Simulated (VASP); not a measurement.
```
CELL_PARAMETERS angstrom
      1.35352    -2.34437     0.00000
      1.35352     2.34437     0.00000
      0.00000     0.00000     4.26302
ATOMIC_POSITIONS crystal
  Ru 0.33333 0.66667 0.25000
  Ru 0.66667 0.33333 0.75000
```

Method: r2SCAN meta-GGA, VASP's PBE PAW potentials (set 64) (plane waves; VASP). Run with 480 eV cut-off, 14×14×8 Γ-centred mesh, first-order Methfessel-Paxton smearing of 0.10 eV, potentials Ru_pv.

Task: Predict the energy per atom (σ→0), band gap (on the k-mesh) with the smallest direct gap where there is one.

Result: 
| Property | Value |
|---|---|
| band gap (on the k-mesh) | none (metal, semimetal or under 0.01 eV) |
| energy per atom (σ→0) | -25.425 eV/atom |

Only differences to runs with the same potentials and settings are physical.

The compound is Ru in the hcp structure. It was relaxed first.
